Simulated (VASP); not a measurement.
Crystal: Hf.

```
CELL_PARAMETERS angstrom
0.00000 2.22000 2.22000
2.22000 0.00000 2.22000
2.22000 2.22000 0.00000
ATOMIC_POSITIONS crystal
Hf 0.00000 0.00000 0.00000
```

This isn't the form of Hf at room conditions, which is hcp.

| Item | Value |
| --- | --- |
| Program | VASP 6.6.1 |
| Task | relaxation of cell and atoms |
| Functional | LDA |
| Potentials or basis | VASP PAW LDA potentials, release 64 (Hf_pv) |
| Cutoff | 600 eV |
| k mesh | 16 × 16 × 16 |
| Occupations | gaussian, width 0.1 eV |
| Spin | no spin polarisation |

At the start: pressure -5.8 GPa; volume 21.88 Å³/atom.

Q: How do energy, volume and symmetry change on relaxing?

A: Over 3 steps the energy falls by 21.6 meV/atom and the volume is 20.74 Å³/atom (-5.2 %); space group Fm-3m (No. 225, to 0.05 Å).

The path:
```csv
step,energy change (eV),largest force (eV/Å),pressure (GPa),volume (Å³)
1,0.0000,0.0000,-5.76,21.88
2,0.0081,0.0000,7.96,19.48
3,-0.0216,0.0000,-0.02,20.74
```

Final structure:
```yaml
crystal:
  lattice:
    - [0.00000, 2.18082, 2.18082]
    - [2.18082, 0.00000, 2.18082]
    - [2.18082, 2.18082, 0.00000]
  atoms:
    - { symbol: Hf, position: [0.00000, 0.00000, 0.00000] }
```
